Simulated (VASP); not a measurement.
These are PBEsol GGA, VASP's PBE PAW potentials (set 64) (plane waves; VASP 6.6.1) values and carry that method's errors.

VASP ran on this input.

**KPOINTS**
```
K-points
0
gamma
10 10 10
0 0 0
```

### INCAR
```
SYSTEM  =  BP
PREC  =  Accurate; ENCUT  =  620; LREAL  =  F
LASPH  =  T
EDIFF  =  1E-6; NELM  =  100; ALGO  =  Normal
ISMEAR  =  0; SIGMA  =  0.05
GGA  =  PS
IBRION  =  2; NSW  =  40; ISIF  =  3
EDIFFG  =  -0.02; PSTRESS  =  50
LWAVE  =  F; LCHARG  =  F
```

**POSCAR**
```
BP
1
    0.0000000000     2.2605481103     2.2605481103
    2.2605481103     0.0000000000     2.2605481103
    2.2605481103     2.2605481103     0.0000000000
B P
1 1
Direct
  0.0000000000   0.0000000000   0.0000000000
  0.2500000000   0.2500000000   0.2500000000
```

POTCAR, in this order: B P (PBE.64 set). Program: vasp_std.

Energy and stress use the plane-wave basis of the starting cell.

Question: What does the run give for the energy per atom (σ→0), volume per atom?

Answer: 
```
Quantity                       Result
---------------------  --------------
energy per atom (σ→0)  -6.833 eV/atom
volume per atom         11.23 Å³/atom
```

**OSZICAR**
```
...
DAV:   1    -0.136713827694E+02   -0.30685E-01   -0.17659E-01   824   0.337E+00    0.518E-01
DAV:   2    -0.136671070224E+02    0.42757E-02   -0.86935E-03  1008   0.604E-01    0.277E-01
DAV:   3    -0.136659299557E+02    0.11771E-02   -0.25745E-03   840   0.292E-01    0.692E-02
DAV:   4    -0.136658482260E+02    0.81730E-04   -0.91455E-05   984   0.726E-02    0.551E-02
DAV:   5    -0.136658298728E+02    0.18353E-04   -0.22564E-05  1000   0.336E-02    0.257E-02
DAV:   6    -0.136658287983E+02    0.10744E-05   -0.54547E-07   464   0.619E-03    0.263E-03
DAV:   7    -0.136658287016E+02    0.96698E-07   -0.63720E-08   376   0.206E-03
   3 F= -.12964673E+02 E0= -.12964673E+02  d E =-.101556E-01
```

The compound is BP in the zinc blende structure. This run relaxes it under an external pressure of 5 GPa. Symmetry was kept, so distortions that lower it aren't found.
